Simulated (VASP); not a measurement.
# MgB2Te4 (P6/mmm) in VASP: relaxation of cell and atoms with PBE

Aim: the relaxation of cell and atoms of MgB2Te4 with PBE.

All numbers are computed with VASP 6.6.1; they aren't measurements. Logs are shortened: lines on timing, memory, paths and dates and some standing lists are left out, and cuts for length are marked.

## 1. The cell of the first run

Symmetry: P6/mmm, No. 191, hexagonal system. Conventional cell: a = 6.173 Å, b = 6.173 Å, c = 6.170 Å, α = 90.00°, β = 90.00°, γ = 120.00°. Mg (site symmetry 6/mmm) is surrounded by 2 B at 1.95 Å. B (site symmetry 6mm) has 1 Mg at 1.95 Å as nearest neighbours. Te (site symmetry -6m2) has 2 Te at 3.08 Å as nearest neighbours. Te (site symmetry -6m2) has 2 Te at 3.08 Å as nearest neighbours.

The cell was built by a generator and needn't be a form met in nature.

## 2. Relaxation of cell and atoms, PBE (random cell by space group and Wyckoff sites (P6/mmm, No. 191))

File INCAR:

```
  ALGO = Normal
  EDIFF = 1E-7
  EDIFFG = -0.04
  ENCUT = 600
  GGA = PE
  IBRION = 2
  ISIF = 3
  ISMEAR = 0
  LASPH = True
  LCHARG = False
  LREAL = False
  LWAVE = False
  NELM = 100
  NSW = 90
  PREC = Accurate
  SIGMA = 0.1
```

File KPOINTS:

```
k-points
0
Gamma
  3 3 4
```

File POSCAR:

```
MgB2Te4
1.0
    6.1730638800      0.0000000000      0.0000000000
   -3.0865319400      5.3460301400      0.0000000000
    0.0000000000      0.0000000000      6.1696064100
Mg B Te
1 2 4
Direct
    0.0000000000      0.0000000000      0.0000000000
    0.0000000000      0.0000000000      0.6844521000
    0.0000000000      0.0000000000      0.3155479000
    0.3333333300      0.6666666700      0.0000000000
    0.6666666700      0.3333333300      0.0000000000
    0.3333333300      0.6666666700      0.5000000000
    0.6666666700      0.3333333300      0.5000000000
```

Potentials or basis: VASP PAW PBE potentials, release 64 (Mg, B, Te).

Started as:

```bash
cat potpaw_PBE.64/Mg/POTCAR potpaw_PBE.64/B/POTCAR potpaw_PBE.64/Te/POTCAR > POTCAR
mpirun -np 1 vasp_std > vasp.out
```

OUTCAR:

```text
EDIFF = 1E-7
   EDIFFG = -0.04
   ENCUT = 600
   GGA = PE
   IBRION = 2
   ISIF = 3
   ISMEAR = 0
   LASPH = True
   LREAL = False
   NELM = 100
   NSW = 90
   PREC = Accurate

 ion  position               nearest neighbor table
   1  0.000  0.000  0.000-   2 1.95   3 1.95   4 3.56   5 3.56   5 3.56   4 3.56   5 3.56   4 3.56

   2  0.000  0.000  0.684-   1 1.95
   3  0.000  0.000  0.316-   1 1.95
   4  0.333  0.667  0.000-   6 3.08   6 3.08   1 3.56   5 3.56   5 3.56   1 3.56   1 3.56   5 3.56

   5  0.667  0.333  0.000-   7 3.08   7 3.08   4 3.56   1 3.56   4 3.56   1 3.56   1 3.56   4 3.56

   6  0.333  0.667  0.500-   4 3.08   4 3.08   7 3.56   7 3.56   7 3.56
   7  0.667  0.333  0.500-   5 3.08   5 3.08   6 3.56   6 3.56   6 3.56

  LATTYP: Found a hexagonal cell.
 ALAT       =     6.1730638800
 C/A-ratio  =     0.9994399102

  Lattice vectors:

 A1 = (   6.1730638800,   0.0000000000,   0.0000000000)
 A2 = (  -3.0865319400,   5.3460301400,   0.0000000000)
 A3 = (   0.0000000000,   0.0000000000,   6.1696064100)

Analysis of symmetry for initial positions (statically):
=====================================================================
 Subroutine PRICEL returns:
 Original cell was already a primitive cell.

 Routine SETGRP: Setting up the symmetry group for a
 hexagonal supercell.

 Subroutine GETGRP returns: Found 24 space group operations
 (whereof 24 operations were pure point group operations)
 out of a pool of 24 trial point group operations.

The static configuration has the point symmetry D_6h.

Analysis of symmetry for dynamics (positions and initial velocities):
=====================================================================
 Subroutine PRICEL returns:
 Original cell was already a primitive cell.

 Routine SETGRP: Setting up the symmetry group for a
 hexagonal supercell.

 Subroutine GETGRP returns: Found 24 space group operations
 (whereof 24 operations were pure point group operations)
 out of a pool of 24 trial point group operations.

The dynamic configuration has the point symmetry D_6h.

 Subroutine INISYM returns: Found 24 space group operations
 (whereof 24 operations are pure point group operations),
 and found     1 'primitive' translations

----------------------------------------------------------------------------------------

                                     Primitive cell

  volume of cell :     203.6056

  direct lattice vectors                    reciprocal lattice vectors
     6.173063880  0.000000000  0.000000000     0.161994112  0.093527344  0.000000000
    -3.086531940  5.346030140  0.000000000     0.000000000  0.187054688  0.000000000
     0.000000000  0.000000000  6.169606410     0.000000000  0.000000000  0.162084894

  length of vectors
     6.173063880  6.173063881  6.169606410     0.187054688  0.187054688  0.162084894

  position of ions in fractional coordinates (direct lattice)
     0.000000000  0.000000000  0.000000000
     0.000000000  0.000000000  0.684452100
     0.000000000  0.000000000  0.315547900
     0.333333330  0.666666670  0.000000000
     0.666666670  0.333333330  0.000000000
     0.333333330  0.666666670  0.500000000
     0.666666670  0.333333330  0.500000000

  ion indices of the primitive-cell ions
   primitive index   ion index
                 1           1
                 2           2
                 3           3
                 4           4
                 5           5
                 6           6
                 7           7

----------------------------------------------------------------------------------------

 KPOINTS: k-points

Automatic generation of k-mesh.
 Grid dimensions read from file:
 generate k-points for:    3    3    4

 Generating k-lattice:

  Cartesian coordinates                     Fractional coordinates (reciprocal lattice)
     0.053998037  0.031175781  0.000000000     0.333333333  0.000000000  0.000000000
     0.000000000  0.062351563  0.000000000     0.000000000  0.333333333  0.000000000
     0.000000000  0.000000000  0.040521223     0.000000000  0.000000000  0.250000000

  Length of vectors
     0.062351563  0.062351563  0.040521223

  Shift w.r.t. Gamma in fractional coordinates (k-lattice)
     0.000000000  0.000000000  0.000000000

 Subroutine IBZKPT returns following result:
 ===========================================

 Found      9 irreducible k-points:

 Following reciprocal coordinates:
            Coordinates               Weight
  0.000000  0.000000  0.000000      1.000000
  0.333333  0.000000  0.000000      6.000000
  0.333333  0.333333  0.000000      2.000000
  0.000000  0.000000  0.250000      2.000000
  0.333333  0.000000  0.250000     12.000000
  0.333333  0.333333  0.250000      4.000000
  0.000000  0.000000  0.500000      1.000000
  0.333333  0.000000  0.500000      6.000000
  0.333333  0.333333  0.500000      2.000000
   k-points           NKPTS =      9   k-points in BZ     NKDIM =      9   number of bands    NBANDS=     20
   number of dos      NEDOS =    301   number of ions     NIONS =      7
   total plane-waves  NPLWV = 125000
   dimension x,y,z NGX =    50 NGY =   50 NGZ =   50
   dimension x,y,z NGXF=   100 NGYF=  100 NGZF=  100
   ions per type =               1   2   4
   NGX,Y,Z   is equivalent  to a cutoff of  13.47, 13.47, 13.47 a.u.
   NGXF,Y,Z  is equivalent  to a cutoff of  26.93, 26.93, 26.95 a.u.
 SYSTEM =  unknown system
   PREC   = accura    normal or accurate (medium, high low for compatibility)
   ISTART =      0    job   : 0-new  1-cont  2-samecut
   ICHARG =      2    charge: 1-file 2-atom 10-const
   ISPIN  =      1    spin polarized calculation?
   LNONCOLLINEAR =      F non collinear calculations
   LSORBIT =      F    spin-orbit coupling
   LASPH  =      T    aspherical Exc in radial PAW
   ENCUT  =  600.0 eV  44.10 Ry    6.64 a.u.  12.33 12.33 12.32*2*pi/ulx,y,z
   NELM   =    100;   NELMIN=  2; NELMDL= -5     # of ELM steps
   EDIFF  = 0.1E-06   stopping-criterion for ELM
   LREAL  =      F    real-space projection
   EDIFFG = -.4E-01   stopping-criterion for IOM
   NSW    =     90    number of steps for IOM
   IBRION =      2    ionic relax: 0-MD 1-quasi-New 2-CG
   NFREE  =      1    steps in history (QN), initial steepest desc. (CG)
   ISIF   =      3    stress and relaxation
   ISYM   =      2    0-nonsym 1-usesym 2-fastsym
   POTIM  = 0.5000    time-step for ionic-motion
   TEBEG  =    0.0;   TEEND  =   0.0 temperature during run
   PSTRESS=    0.0 pullay stress
   NELECT =      32.0000    total number of electrons
   NUPDOWN=      -1.0000    fix difference up-down
   EMIN   =  10.00;   EMAX   =-10.00  energy-range for DOS
   EFERMI =   0.00;   METHOD = LEGACY
   ISMEAR =     0;   SIGMA  =   0.10  broadening in eV -4-tet -1-fermi 0-gaus
   EFERMI_NEDOS =   21; number of points for ismear=-14 and -15
   IALGO  =     38    algorithm
   IMIX   =      4    mixing-type and parameters
     AMIX     =   0.40;   BMIX     =  1.00
     AMIX_MAG =   1.60;   BMIX_MAG =  1.00
  volume/ion in A,a.u.               =      29.09       196.29
  Fermi-wavevector in a.u.,A,eV,Ry     =   0.883476  1.669528 10.619763  0.780531
  Thomas-Fermi vector in A             =   2.004248
   LORBIT       =      0    0 simple, 1 ext, 2 COOP (PROOUT), +10 PAW based schemes
   GGA     = PE    functional components
   LHFCALC =     F    Hartree Fock is set to
   AEXX    =    0.0000 exact exchange contribution
   IVDW    =     0    specifies the selected vdW correction
   LEPSILON=     F    determine dielectric tensor
   LRPA    =     F    only Hartree local field effects (RPA)
 conjugate gradient relaxation of ions
 non-spin polarized calculation
 Gauss-broadening in eV      SIGMA  =   0.10
  energy-cutoff  :      600.00
  volume of cell :      203.61
 maximum number of plane-waves:      6840
 NGX is ok and might be reduce to    50
   NGX = 25   NGY = 25   NGZ = 25

--------------------------------------- Ionic step        1  -------------------------------------------

 number of electron      31.9999999 magnetization

 Free energy of the ion-electron system (eV)
  ---------------------------------------------------
  ext. energy  EPLUGINS =         0.00000000
  ---------------------------------------------------
  free energy    TOTEN  =       -19.00483224 eV

  energy without entropy =      -19.00152059  energy(sigma->0) =      -19.00317641

------------------------ aborting loop because EDIFF is reached ----------------------------------------

  FORCE on cell =-STRESS in cart. coord.  units (eV):
  Direction    XX          YY          ZZ          XY          YZ          ZX
  --------------------------------------------------------------------------------------
  -------------------------------------------------------------------------------------
  Total       -7.2517593     -7.2517593      7.2683374      0.0000000     -0.0000000      0.0000000
  in kB      -57.0642785    -57.0642786     57.1947319      0.0000000     -0.0000000      0.0000000
  external PRESSURE =     -18.9779417 kB  Pullay stress =       0.0000000 kB
[... 69 lines left out ...]
--------------------------------------- Ionic step        3  -------------------------------------------

 number of electron      31.9999999 magnetization

 E-fermi :   4.3181     XC(G=0):  -8.9424

 val. band max:        4.2601176646   @ k =   0.3333   0.0000   0.5000
 cond. band min:       4.4406442609   @ k =   0.3333   0.0000   0.0000
 fundamental gap:      0.1805265963
 Fermi energy:         4.3181043532

 k-point     1 :       0.0000    0.0000    0.0000
  band No.  band energies     occupation
      1      -8.2575      2.00000
      2      -6.5576      2.00000
      3      -6.3389      2.00000
      4      -4.6188      2.00000
      5      -3.1580      2.00000
      6      -0.9842      2.00000
[... 230 lines left out ...]
  FREE ENERGIE OF THE ION-ELECTRON SYSTEM (eV)
  ---------------------------------------------------
  free  energy   TOTEN  =       -22.1113282520 eV

  energy  without entropy=      -22.0935011627  energy(sigma->0) =      -22.10241471

[... ionic steps 4 to 9 ...]

--------------------------------------- Ionic step       10  -------------------------------------------

 number of electron      31.9999999 magnetization

------------------------ aborting loop because EDIFF is reached ----------------------------------------
[... 77 lines left out ...]
--------------------------------------- Ionic step       12  -------------------------------------------

 number of electron      31.9999999 magnetization

 Free energy of the ion-electron system (eV)
  ---------------------------------------------------
  ext. energy  EPLUGINS =         0.00000000
  ---------------------------------------------------
  free energy    TOTEN  =       -22.60395071 eV

  energy without entropy =      -22.59040834  energy(sigma->0) =      -22.59717952

 E-fermi :   5.8231     XC(G=0):  -9.5394

 val. band max:        5.7950778525   @ k =   0.3333   0.0000   0.5000
 cond. band min:       5.9547595439   @ k =   0.3333   0.0000   0.0000
 fundamental gap:      0.1596816915
 Fermi energy:         5.8231079943

 k-point     1 :       0.0000    0.0000    0.0000
  band No.  band energies     occupation
      1      -7.6749      2.00000
      2      -5.5125      2.00000
      3      -5.0974      2.00000
      4      -2.8208      2.00000
      5      -1.7401      2.00000
      6      -0.3990      2.00000
[... 230 lines left out ...]
  FREE ENERGIE OF THE ION-ELECTRON SYSTEM (eV)
  ---------------------------------------------------
  free  energy   TOTEN  =       -22.6039507073 eV

  energy  without entropy=      -22.5904083388  energy(sigma->0) =      -22.59717952

 reached required accuracy - stopping structural energy minimisation
```

Wall time 6.9 min (1 thread of Intel Xeon Platinum 8375C at 2.90GHz (Ice Lake), shared host); peak memory 0.41 GiB.

What came out:

- Free energy: -22.6040 eV
- Relaxed volume: 24.01 Å³/atom
- Relaxed cell: a = 5.613 Å, b = 5.613 Å, c = 6.161 Å, α = 90.00°, β = 90.00°, γ = 120.00°
- Space group after relaxing (to 0.05 Å): P6/mmm (No. 191)
- Energy gained by relaxing: 514.2 meV/atom
- Ionic steps: 12
- Pressure after relaxing: 0.0 GPa
- Band gap on the k mesh: none (metal or under the smearing width)

Step by step:
| step | energy change (eV) | largest force (eV/Å) | pressure (GPa) | volume (Å³) |
| --- | --- | --- | --- | --- |
| 1 | 0.0000 | 7.6288 | -1.90 | 203.61 |
| 2 | -3.0700 | 1.1722 | -5.19 | 192.97 |
| 3 | -3.1065 | 0.2079 | -5.41 | 194.13 |
| 4 | -3.2289 | 4.7065 | 2.07 | 168.22 |
| 5 | -3.4435 | 1.9867 | -1.86 | 178.63 |
| 6 | -3.5439 | 1.1444 | 1.25 | 165.26 |
| 7 | -3.5869 | 0.0963 | -0.07 | 169.93 |
| 8 | -3.5973 | 0.1640 | -0.34 | 169.31 |
| 9 | -3.5973 | 0.1663 | -0.35 | 169.29 |
| 10 | -3.5985 | 0.1631 | 0.02 | 168.07 |
| 11 | -3.5989 | 0.0529 | -0.09 | 168.46 |
| 12 | -3.5991 | 0.0009 | 0.01 | 168.08 |

Final structure:
```yaml
crystal:
  lattice:
    - [5.61261, 0.00000, 0.00000]
    - [-2.80630, 4.86066, 0.00000]
    - [0.00000, 0.00000, 6.16115]
  atoms:
    - { symbol: Mg, position: [0.00000, 0.00000, 0.00000] }
    - { symbol: B, position: [0.00000, 0.00000, 0.63170] }
    - { symbol: B, position: [0.00000, 0.00000, 0.36830] }
    - { symbol: Te, position: [0.33333, 0.66667, 0.00000] }
    - { symbol: Te, position: [0.66667, 0.33333, 0.00000] }
    - { symbol: Te, position: [0.33333, 0.66667, 0.50000] }
    - { symbol: Te, position: [0.66667, 0.33333, 0.50000] }
```

Caveat: the k mesh is coarse (spacing up to 0.39 Å⁻¹), so the values aren't converged; the volume moved by over 15 % at a fixed basis, so the end points are rough.
